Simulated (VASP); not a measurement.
VASP input:

File KPOINTS:
```
K-points
0
gamma
 4 4 8
```

### POSCAR
```
BeZn3Se4
1.0
  0.0027865915   5.5133522625   5.5144361961
  5.5133522625   0.0027865915   5.5144361961
  2.7580694270   2.7580694270   0.0000000000
Zn Se Be
3 4 1
Cartesian
  5.5161388540   5.5161388540  11.0131973812
  5.5306080220   8.2597391130   8.2750165887
  8.2597391130   5.5306080220   8.2750165887
  1.3790347135   1.3790347135   1.3761795274
  4.0612813739   1.4548574801   4.2106455737
  1.4548574801   4.0612813739   4.2106455737
  4.1371041405   4.1371041405   6.7578952194
  2.7580694270   2.7580694270   5.5113293120
```

### INCAR
```
ALGO  =  Normal
EDIFF  =  1E-7
ENCUT  =  400
GGA  =  PS
ISIF  =  2
ISMEAR  =  -5
LASPH  =  .TRUE.
LCHARG  =  .TRUE.
LEFG  =  .TRUE.
LMAXMIX  =  4
LORBIT  =  11
LREAL  =  .FALSE.
LWAVE  =  .FALSE.
NEDOS  =  601
NELM  =  100
PREC  =  Accurate
SYSTEM  =  BeZn3Se4
```

POTCAR, in this order: Zn Se Be (PBE.64 set). Program: vasp_std.

Q: Write an equivalent input for Ansatz.

A: One equivalent input (not run):
Ansatz 0.2 input:
```yaml
crystal:
  lattice:
    - [0.0027866, 5.5133523, 5.5144362]
    - [5.5133523, 0.0027866, 5.5144362]
    - [2.7580694, 2.7580694, 0.0000000]
  atoms:
    - { symbol: Zn, position: [0.9985787, 0.9985787, 0.0028425] }
    - { symbol: Zn, position: [0.9979320, 0.5026777, 0.9993903] }
    - { symbol: Zn, position: [0.5026777, 0.9979320, 0.9993903] }
    - { symbol: Se, position: [0.1247797, 0.1247797, 0.2504406] }
    - { symbol: Se, position: [0.1452906, 0.6182772, 0.2364323] }
    - { symbol: Se, position: [0.6182772, 0.1452906, 0.2364323] }
    - { symbol: Se, position: [0.6127458, 0.6127458, 0.2745084] }
    - { symbol: Be, position: [0.4997183, 0.4997183, 0.0005634] }
kpoints:
  mp_grid: { grid: [4, 4, 8] }
hamiltonian:
  xc: pbesol
  pseudopotentials: { kind: paw }
scf:
  occupations: { method: tetrahedron }
  max_iter: 100
output: { forces: true, stress: true, eigenvalues: true }
```
The two are equivalent in intent, not identical: each code has its own PAW files, so the cut-off isn't converted (ENCUT is set for VASP's; basis.ecutwfc is left out, and Ansatz then takes the one that its files recommend); Ansatz stops its SCF on the density residual and VASP on the energy change (EDIFF); the field gradients of LEFG aren't asked of the other code.

The structure was generated: BeZn3Se4 was put into an ordered model structure (Amm2), which need not be its known phase. It was relaxed first.
